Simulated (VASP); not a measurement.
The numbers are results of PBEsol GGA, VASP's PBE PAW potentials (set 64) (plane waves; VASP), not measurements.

Input for VASP

File POSCAR:
```
GaN
1
    1.5911189408    -2.7558988086    -0.0000000000
    1.5911189408     2.7558988086     0.0000000000
    0.0000000000     0.0000000000     5.1825420111
Ga N
2 2
Direct
  0.6666670000   0.3333330000   0.5000982246
  0.3333330000   0.6666670000   0.0000982246
  0.6666670000   0.3333330000   0.8769017754
  0.3333330000   0.6666670000   0.3769017754
```

KPOINTS:
```
k-points along high-symmetry lines
10
Line-mode
Reciprocal
  0.000000   0.000000   0.000000 ! GAMMA
  0.000000   0.500000   0.000000 ! M

  0.000000   0.500000   0.000000 ! M
 -0.333333   0.666667   0.000000 ! K

 -0.333333   0.666667   0.000000 ! K
  0.000000   0.000000   0.000000 ! GAMMA

  0.000000   0.000000   0.000000 ! GAMMA
  0.000000   0.000000   0.500000 ! A

  0.000000   0.000000   0.500000 ! A
  0.000000   0.500000   0.500000 ! L

  0.000000   0.500000   0.500000 ! L
 -0.333333   0.666667   0.500000 ! H

 -0.333333   0.666667   0.500000 ! H
  0.000000   0.000000   0.500000 ! A

  0.000000   0.500000   0.500000 ! L
  0.000000   0.500000   0.000000 ! M

 -0.333333   0.666667   0.500000 ! H
 -0.333333   0.666667   0.000000 ! K
```

INCAR:
```
ISMEAR  =  0   ! Gaussian
ICHARG  =  11   ! fixed density
GGA  =  PS   ! PBEsol
LREAL  =  F   ! projection in real space or not
LASPH  =  T
PREC  =  Accurate
LMAXMIX  =  4   ! l cut-off of mixed one-centre charges
LWAVE  =  F
LCHARG  =  F
ENCUT  =  520
NELM  =  100   ! most electronic steps
ALGO  =  Normal   ! blocked Davidson
LORBIT  =  11   ! lm-projected
EDIFF  =  1E-7   ! SCF stop (eV)
SYSTEM  =  GaN
SIGMA  =  0.05   ! width (eV)
```

POTCAR, in this order: Ga_d N (PBE.64 set). Program: vasp_std. Read from the step before: CHGCAR.

The resulting files:

OSZICAR:
```
       N       E                     dE             d eps       ncg     rms          rms(c)
DAV:   1     0.266784908670E+03    0.26678E+03   -0.18664E+04  4138   0.309E+03
DAV:   2     0.821801939500E+01   -0.25857E+03   -0.25143E+03  4272   0.544E+02
DAV:   3    -0.239084419018E+02   -0.32126E+02   -0.31683E+02  4530   0.150E+02
DAV:   4    -0.252118309328E+02   -0.13034E+01   -0.12991E+01  5440   0.311E+01
DAV:   5    -0.252335942915E+02   -0.21763E-01   -0.21747E-01  4514   0.359E+00
DAV:   6    -0.252345772899E+02   -0.98300E-03   -0.98291E-03  6112   0.695E-01
DAV:   7    -0.252345872862E+02   -0.99963E-05   -0.99956E-05  4648   0.595E-02
DAV:   8    -0.252345875489E+02   -0.26271E-06   -0.26268E-06  5784   0.927E-03
DAV:   9    -0.252345875547E+02   -0.57935E-08   -0.57912E-08  3250   0.117E-03
   1 F= -.25234588E+02 E0= -.25234588E+02  d E =-.229016E-13
```

OUTCAR:
```
 val. band max:        5.2429213037   @ k =   0.0000   0.0000   0.0000

 cond. band min:       7.1444234937   @ k =   0.0000   0.0000   0.0000



 k-point     1 :       0.0000    0.0000    0.0000
  band No.  band energies     occupation
      1     -10.7795      2.00000
      2      -9.8080      2.00000
      3      -8.1605      2.00000
      4      -8.1452      2.00000
      5      -8.1452      2.00000
      6      -8.0822      2.00000
      7      -8.0822      2.00000
      8      -7.8836      2.00000
      9      -7.8836      2.00000
     10      -7.7823      2.00000
     11      -7.7823      2.00000
     12      -6.5454      2.00000
     13      -1.9158      2.00000
     14       4.1923      2.00000
     15       4.1923      2.00000
     16       5.2036      2.00000
     17       5.2429      2.00000
     18       5.2429      2.00000
     19       7.1444      0.00000
     20       9.4551      0.00000
     21      14.3688      0.00000
     22      15.0650      0.00000

 k-point     2 :       0.0000    0.0556    0.0000
  band No.  band energies     occupation
      1     -10.7476      2.00000
      2      -9.7993      2.00000
      3      -8.1585      2.00000
      4      -8.1404      2.00000
      5      -8.1349      2.00000
      6      -8.0790      2.00000
      7      -8.0759      2.00000
      8      -7.8864      2.00000
      9      -7.8841      2.00000
     10      -7.7882      2.00000
     11      -7.7816      2.00000
     12      -6.5233      2.00000
     13      -1.8707      2.00000
     14       3.9471      2.00000
     15       4.1243      2.00000
     16       4.9209      2.00000
     17       5.1743      2.00000
     18       5.2149      2.00000
     19       7.4411      0.00000
     20       9.6660      0.00000
     21      14.2982      0.00000
     22      14.8011      0.00000

 k-point     3 :       0.0000    0.1111    0.0000
  band No.  band energies     occupation
      1     -10.6555      2.00000
      2      -9.7756      2.00000
...
```

The density is held fixed in this step, so its total energy and stress have no physical meaning.

The compound is GaN in the wurtzite structure. It was relaxed first.
